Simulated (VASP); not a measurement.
Consider the following.

```xyz
3
Lattice="4.0662 0.0000 0.0000 -2.0331 3.5215 0.0000 0.0000 0.0000 7.0906" Properties=species:S:1:pos:R:3 pbc="T T T"
Fe     0.0000     0.0000     0.0000
I      0.0000     2.3476     1.6107
I      2.0331     1.1738     5.4799
```

All values below come from LDA (Ceperley-Alder, Perdew-Zunger), VASP's LDA PAW potentials (set 64) (plane waves; VASP). Numerical set-up: 300 eV cut-off, 6×6×3 Γ-centred mesh, Gaussian smearing of 0.14 eV, potentials Fe I.

At this cut-off the stress carries a Pulay error, which pulls relaxed volumes low. The run has a spin-polarised start.

Which forces act on the atoms, in eV/Å?

| atom | Fx | Fy | Fz |
|---|---|---|---|
| Fe1 | 0.000 | 0.000 | 0.000 |
| I2 | 0.000 | 0.000 | -0.519 |
| I3 | 0.000 | 0.000 | 0.519 |

Give the stress tensor in GPa (positive for a compressed cell).

```
-4.87   0.00   0.00
 0.00  -4.87   0.00
 0.00   0.00  -3.68
```
The pressure is its mean diagonal, -4.47 GPa.

The structure comes from a computed database's FeI2 entry (P-3m1); how it stands against other phases isn't given here. The cell was not relaxed at this level.
